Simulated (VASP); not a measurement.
Here is the system:

```
CELL_PARAMETERS angstrom
      3.78130     0.00000     0.00000
      0.00000     3.78130     0.00000
      0.00000     0.00000     3.78130
ATOMIC_POSITIONS crystal
  Sr 0.00000 0.00000 0.00000
  V  0.50000 0.50000 0.50000
  O  0.50000 0.00000 0.50000
  O  0.00000 0.50000 0.50000
  O  0.50000 0.50000 0.00000
```

Level of theory: LDA (Ceperley-Alder, Perdew-Zunger), VASP's LDA PAW potentials (set 64) (plane waves; VASP). Settings: 520 eV cut-off, 9×9×9 Γ-centred mesh, tetrahedra with Blöchl corrections, potentials Sr_sv V_sv O.

The cores are frozen, which limits the accuracy of field gradients.

**Question.** Give the principal components of the electric field gradient (V/Å²) and the asymmetry η at each nucleus.

**Answer.** 
```csv
atom,Vxx,Vyy,Vzz,η
Sr1,0.0,0.0,0.0,-
V2,0.0,0.0,0.0,-
O3,-11.6,-11.6,23.1,0.00
O4,-11.6,-11.6,23.1,0.00
O5,-11.6,-11.6,23.1,0.00
```

The compound is SrVO3 in the cubic perovskite structure. It was relaxed first. The run is not spin-polarised, so no magnetic state was tried.
